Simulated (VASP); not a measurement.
Input:

```
Dy
1.0
    1.79500    -3.10903     0.00000
    1.79500     3.10903     0.00000
    0.00000     0.00000     5.65000
Dy
2
Direct
  0.33333   0.66667   0.25000
  0.66667   0.33333   0.75000
```

Computed with PBE GGA, VASP's PBE PAW potentials (set 64) (plane waves; VASP 6.6.1). Run with 400 eV cut-off, 6×6×3 Γ-centred mesh, first-order Methfessel-Paxton smearing of 0.10 eV, potentials Dy_3.

The 4f electrons are frozen in the core of the lanthanide potential, so 4f levels, which can set the real gap, and their magnetism are missing. Gaps are read on the run's mesh, which can miss a band edge.

Question: Predict the energy per atom (σ→0), band gap (on the k-mesh) with the smallest direct gap where there is one.

Answer: 
```yaml
band gap (on the k-mesh): none (metal, semimetal or under 0.01 eV)
energy per atom (σ→0): -4.554 eV/atom
```

The compound is Dy in the hcp structure. The cell was not relaxed at this level. The k-mesh is coarse (spacing up to 0.37 per Å, 2π included), so the numbers may not be converged in it. The run is one of a series of settings (KPOINTS 6×6×3 Γ-centred mesh against the base run), some of them coarse on purpose.
